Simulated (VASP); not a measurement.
Input:

```
CELL_PARAMETERS angstrom
      3.13944     0.00000     0.00000
     -1.56972     2.71884     0.00000
      0.00000     0.00000    10.80070
ATOMIC_POSITIONS crystal
  Hf 0.33333 0.66667 0.11710
  Hf 0.66667 0.33333 0.61710
  Hf 0.66667 0.33333 0.88290
  Hf 0.33333 0.66667 0.38290
  N  0.00000 0.00000 0.00000
  N  0.00000 0.00000 0.50000
  N  0.33333 0.66667 0.75000
  N  0.66667 0.33333 0.25000
```

These are PBEsol GGA, VASP's PBE PAW potentials (set 64) (plane waves; VASP) values and carry that method's errors. Run with 520 eV cut-off, Gaussian smearing of 0.050 eV, potentials Hf_pv N.

Problem. Give the energies of bands 22 to 35 at the high-symmetry points, in eV from the Fermi level.

Solution. 
| band | Γ | M | K | A | L | H |
|---|---|---|---|---|---|---|
| 22 | -5.41 | -5.87 | -6.21 | -5.73 | -5.79 | -6.27 |
| 23 | -5.41 | -5.41 | -5.72 | -4.39 | -5.68 | -5.69 |
| 24 | -3.86 | -5.30 | -5.65 | -4.39 | -5.68 | -5.69 |
| 25 | -3.86 | -4.58 | -5.12 | -3.19 | -4.39 | -5.16 |
| 26 | -3.00 | -4.15 | -5.12 | -3.19 | -4.39 | -5.16 |
| 27 | -2.51 | -4.04 | -4.31 | -3.19 | -3.61 | -4.28 |
| 28 | -2.51 | -3.31 | -4.31 | -3.19 | -3.61 | -4.28 |
| 29 | -1.70 | -3.20 | 0.43 | -0.70 | -2.67 | 0.83 |
| 30 | 0.23 | -1.95 | 0.60 | -0.70 | -2.67 | 0.83 |
| 31 | 0.23 | 0.14 | 0.60 | 0.43 | 1.20 | 0.93 |
| 32 | 0.27 | 2.13 | 1.87 | 0.43 | 1.20 | 0.93 |
| 33 | 0.39 | 3.59 | 2.02 | 0.43 | 3.79 | 1.36 |
| 34 | 0.39 | 4.30 | 2.02 | 0.43 | 3.79 | 1.36 |
| 35 | 1.50 | 4.43 | 2.32 | 2.31 | 4.37 | 3.27 |

It has no gap at this level: it comes out as a metal or semimetal.

The structure was generated: HfN was put into the TiAs type (P6_3/mmc), which need not be its known phase. It was relaxed first, which changed the volume by -27 %.
